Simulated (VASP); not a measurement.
Calculation: PBE GGA with D4 dispersion, VASP's PBE PAW potentials (set 64) (plane waves; VASP).

Input for VASP

KPOINTS:
```
Automatic mesh
0
Gamma
8 8 8
0 0 0
```

POSCAR:
```
AuAl2
1
    0.0000000000     3.0000000000     3.0000000000
    3.0000000000     0.0000000000     3.0000000000
    3.0000000000     3.0000000000     0.0000000000
Al Au
2 1
Direct
  0.2500000000   0.2500000000   0.2500000000
  0.7500000000   0.7500000000   0.7500000000
  0.0000000000   0.0000000000   0.0000000000
```

INCAR:
```
LWAVE = .FALSE.
LCHARG = .FALSE.
NELM = 100
ENCUT = 400
SIGMA = 0.1
LASPH = .TRUE.
LMAXMIX = 6
ISIF = 2
ALGO = Normal
SYSTEM = AuAl2
IVDW = 13
EDIFF = 1E-6   ! SCF stop (eV)
ISMEAR = 1
LREAL = .FALSE.   ! projection in real space or not
PREC = Accurate
GGA = PE   ! PBE
```

POTCAR, in this order: Al Au (PBE.64 set). Program: vasp_std.

Unless said otherwise, spin-orbit coupling is left out, though it shifts the bands of the heavy elements here.

Estimate the energy per atom (σ→0), dispersion energy, band gap (on the k-mesh).

The energy per atom (σ→0) comes out as -4.414 eV/atom. The dispersion energy is -1.231 eV. The band gap (on the k-mesh) is none (metal, semimetal or under 0.01 eV).

OSZICAR:
```
...
DAV:   7    -0.120421367986E+02    0.71349E-01   -0.28360E-01   756   0.620E+00    0.186E+00
DAV:   8    -0.120140608426E+02    0.28076E-01   -0.24975E-02   800   0.124E+00    0.409E-01
DAV:   9    -0.120130097408E+02    0.10511E-02   -0.34155E-03   788   0.700E-01    0.188E-01
DAV:  10    -0.120131556338E+02   -0.14589E-03   -0.24478E-04   764   0.128E-01    0.358E-02
DAV:  11    -0.120131496811E+02    0.59527E-05   -0.81274E-06   852   0.257E-02    0.133E-02
DAV:  12    -0.120131513729E+02   -0.16918E-05   -0.41776E-06   728   0.142E-02    0.326E-03
DAV:  13    -0.120131514629E+02   -0.90018E-07   -0.21252E-07   460   0.510E-03
   1 F= -.13243875E+02 E0= -.13243376E+02  d E =-.149710E-02
```

The compound is AuAl2 in the fluorite structure. The cell was not relaxed at this level. The run is one of a series of settings (IVDW = 13 against the base run), some of them coarse on purpose. The electron count is odd and the run is not spin-polarised, which forces a metal.
